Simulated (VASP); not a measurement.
Method: RPBE GGA, VASP's PBE PAW potentials (set 64) (plane waves; VASP).

VASP input:

### KPOINTS
```
Automatic mesh
0
Gamma
11 11 11
0 0 0
```

**INCAR**
```
! general
SYSTEM = BN
PREC   = Accurate
ENCUT  = 520
LREAL  = F
LASPH  = T

! electronic loop
EDIFF  = 1E-6
NELM   = 100
ALGO   = Normal

! smearing
ISMEAR = 0
SIGMA  = 0.05

! functional
GGA    = RP

! ions
IBRION = 2
NSW    = 60
ISIF   = 3
EDIFFG = -0.01

! output
LWAVE  = F
LCHARG = F
```

**POSCAR**
```
BN
1
    0.0000000000     1.8075000000     1.8075000000
    1.8075000000     0.0000000000     1.8075000000
    1.8075000000     1.8075000000     0.0000000000
B N
1 1
Direct
  0.0000000000   0.0000000000   0.0000000000
  0.2500000000   0.2500000000   0.2500000000
```

POTCAR, in this order: B N (PBE.64 set). Program: vasp_std.

Problem. What will the output report for the number of irreducible k-points (NKPTS), largest plane-wave count, number of space-group operations, FFT grid (NGX, NGY, NGZ)?

Solution. 
```
Property                                      Result
--------------------------------------  ------------
number of irreducible k-points (NKPTS)            56
largest plane-wave count                         331
number of space-group operations                  24
FFT grid (NGX, NGY, NGZ)                20 × 20 × 20
```

The compound is BN in the zinc blende structure. This run relaxes it. Symmetry was kept, so distortions that lower it aren't found.
